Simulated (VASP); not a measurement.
Here is the system:

```
CELL_PARAMETERS angstrom
      0.00000     2.07672     2.07672
      2.07672     0.00000     2.07672
      2.07672     2.07672     0.00000
ATOMIC_POSITIONS crystal
  Ti 0.00000 0.00000 0.00000
  N  0.50000 0.50000 0.50000
```

Level of theory: r2SCAN meta-GGA, VASP's PBE PAW potentials (set 64) (plane waves; VASP). Settings: 520 eV cut-off, 15×15×15 Γ-centred mesh, first-order Methfessel-Paxton smearing of 0.10 eV, potentials Ti_sv N.

**Question.** Give the stress tensor in GPa (positive for a compressed cell).

**Answer.** 
```
20.56   0.00   0.00
 0.00  20.56   0.00
 0.00   0.00  20.56
```
The pressure is its mean diagonal, 20.56 GPa.

The compound is TiN in the rock salt structure. This cell is one point of a volume scan, at 0.94 of the reference volume. The electron count is odd and the run is not spin-polarised, which forces a metal.
